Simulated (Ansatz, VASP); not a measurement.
# Cross-check of Sn between VASP and Ansatz, part 3 of 3

One calculation is typed for both programs; each brings its own data sets. How far apart do they land? The cell is taken from a series of runs on this material, whose earlier steps may have relaxed, scaled, displaced or heated it; both programs get it as it stands.

VASP 6.6.1 and Ansatz 0.2.0.

So far: Starting point; Ansatz: zone-centre phonons, LDA; VASP: zone-centre phonons, LDA.

## (3) VASP: zone-centre phonons, LDA (continued)

Level of this step: LDA; plane waves and PAW (Sn_d) (VASP).

Numbers of over 12 decimals in the logs are rounded to 6 here.

Parts of OUTCAR (step 3):

```text
ion  position               nearest neighbor table
   1  0.500  0.500  0.500-   2 2.79   2 2.79   2 2.79   2 2.79
   2  0.750  0.750  0.750-   1 2.79   1 2.79   1 2.79   1 2.79

  LATTYP: Found a body centered tetragonal cell.
 ALAT       =     4.5307180684
 C/A-ratio  =     1.4432011380

 Subroutine GETGRP returns: Found  4 space group operations
 (whereof  2 operations were pure point group operations)

The static configuration has the point symmetry C_1h.
 The point group associated with its full space group is C_2h.

   k-points           NKPTS =   1728   k-points in BZ     NKDIM =   1728   number of bands    NBANDS=     20

   dimension x,y,z NGX =    36 NGY =   36 NGZ =   36
   dimension x,y,z NGXF=    72 NGYF=   72 NGZF=   72

   ENCUT  =  500.0 eV  36.75 Ry    6.06 a.u.   8.35  8.35  8.26*2*pi/ulx,y,z

   NELECT =      28.0000    total number of electrons

 k-points in reciprocal lattice and weights: Points of the shifted mesh
   0.04166667  0.04166667  0.04166667       0.001
   0.04166667  0.04166667  0.12500000       0.001
   0.04166667  0.04166667  0.20833333       0.001
   0.04166667  0.04166667  0.29166667       0.001
   0.04166667  0.04166667  0.37500000       0.001
   0.04166667  0.04166667  0.45833333       0.001
   0.04166667  0.04166667  0.54166667       0.001
   0.04166667  0.04166667  0.62500000       0.001
   0.04166667  0.04166667  0.70833333       0.001
[...]
0.95833333  0.95833333  0.87500000       0.001
   0.95833333  0.95833333  0.95833333       0.001

 average (electrostatic) potential at core
       1-101.2251       2-101.2251

  Total        0.2914424      0.2914424      0.0035293     -0.0045241     -0.0208359     -0.0208360
  in kB        6.9576939      6.9576939      0.0842562     -0.1080043     -0.4974216     -0.4974231
  external PRESSURE =       4.6665480 kB  Pullay stress =       0.0000000 kB

  energy-cutoff  :      500.00
  volume of cell :       67.11
      direct lattice vectors                 reciprocal lattice vectors
     0.000000000  3.203701470  3.269368736    -0.156069473  0.156069473  0.152934722
     3.203701470  0.000000000  3.269368736     0.156069473 -0.156069473  0.152934722
     3.203701470  3.203701470  0.000000000     0.156069473  0.156069473 -0.152934722

 POSITION                                       TOTAL-FORCE (eV/Angst)
 -----------------------------------------------------------------------------------
      3.20315      3.20315      3.26949         0.001206      0.001206     -0.001284
      4.80611      4.80611      4.90393        -0.001206     -0.001206      0.001284
 -----------------------------------------------------------------------------------
    total drift:                                0.000000     -0.000000      0.000000

 Eigenvectors and eigenvalues of the dynamical matrix
 ----------------------------------------------------

   1 f  =    5.865244 THz    36.852416 2PiTHz  195.643487 cm-1    24.256690 meV
             X         Y         Z           dx          dy          dz
      3.203145  3.203145  3.269487     0.277608    0.277608    0.588105
      4.806108  4.806108  4.903935    -0.277608   -0.277608   -0.588105

   2 f  =    5.759274 THz    36.186588 2PiTHz  192.108711 cm-1    23.818434 meV
             X         Y         Z           dx          dy          dz
      3.203145  3.203145  3.269487     0.415853    0.415853   -0.392598
      4.806108  4.806108  4.903935    -0.415853   -0.415853    0.392598

   3 f  =    5.698275 THz    35.803317 2PiTHz  190.073990 cm-1    23.566161 meV
             X         Y         Z           dx          dy          dz
      3.203145  3.203145  3.269487    -0.500000    0.500000    0.000000
      4.806108  4.806108  4.903935     0.500000   -0.500000   -0.000000

   4 f  =    0.000000 THz     0.000001 2PiTHz    0.000004 cm-1     0.000001 meV
             X         Y         Z           dx          dy          dz
      3.203145  3.203145  3.269487     0.038991   -0.131205    0.693733
      4.806108  4.806108  4.903935     0.038991   -0.131205    0.693733

   5 f  =    0.000000 THz     0.000000 2PiTHz    0.000002 cm-1     0.000000 meV
             X         Y         Z           dx          dy          dz
      3.203145  3.203145  3.269487     0.649970   -0.264654   -0.086585
      4.806108  4.806108  4.903935     0.649970   -0.264654   -0.086585

   6 f  =    0.000000 THz     0.000000 2PiTHz    0.000001 cm-1     0.000000 meV
             X         Y         Z           dx          dy          dz
      3.203145  3.203145  3.269487     0.275714    0.642451    0.106009
      4.806108  4.806108  4.903935     0.275714    0.642451    0.106009

 ELASTIC MODULI CONTR FROM IONIC RELAXATION (kBar)
 Direction    XX          YY          ZZ          XY          YZ          ZX
 --------------------------------------------------------------------------------
 XX          -0.1294      0.0429     -0.1551     -1.6167     -0.3420      5.6061
 YY           0.0429     -0.1294     -0.1551     -0.2771      5.5865     -1.6521
 ZZ          -0.1551     -0.1551     -0.6645     -8.1491      8.8193      5.7563
 XY          -1.6167     -0.2771     -8.1491   -234.2518      8.8909     13.1479
 YZ          -0.3420      5.5865      8.8193      8.8909   -264.0165     -2.1444
 ZX           5.6061     -1.6521      5.7563     13.1479     -2.1444   -259.5054
 --------------------------------------------------------------------------------
```

## (4) Comparison

Known differences besides the potentials themselves: the two LDA forms differ slightly; the cutoff is 420 eV in Ansatz and 500 eV in VASP; VASP's log shows a relativistic correction to its local exchange, Ansatz's none. Total energies have different zeros and are not compared.

Compared:

| quantity | Ansatz | VASP | difference |
| --- | --- | --- | --- |
| optical mode 1 (cm⁻¹) | 188.6 | 190.1 | -0.78 % |
| optical mode 2 (cm⁻¹) | 192.2 | 192.1 | +0.06 % |
| optical mode 3 (cm⁻¹) | 194.8 | 195.6 | -0.43 % |

Modes are paired by rising frequency, not by their patterns, so a pair may set unlike modes beside each other; they are those without the splitting of longitudinal modes.

## (5) Outcome

```json
{
 "r.m.s. difference of the optical zone-centre modes, each program's sorted by frequency (zone-centre phonons, LDA)": "0.99 cm⁻¹",
 "difference in optical mode 1 (zone-centre phonons, LDA)": "-0.8 %"
}
```

**Reading.** The r.m.s. difference of the optical zone-centre modes, each program's sorted by frequency is 0.99 cm⁻¹ (zone-centre phonons, LDA). Among the rows given in per cent, the largest difference of the zone-centre phonons, LDA pair is in optical mode 1, -0.8 %. How closely two codes agree says nothing of how well the functional describes the real material.

[Lines on the potential files, build, host, timing and source positions are cut from VASP's logs without a mark.]

[Logs are printed without paths, hosts, clocks, repeated set-up lines and the standing remarks that a program may print on its own settings, such as how far it seeks lower states.]

[Hosts, paths, dates, database ids (printed as entryN), source tags and the programs' standing remarks are cut or masked in the printed files.]
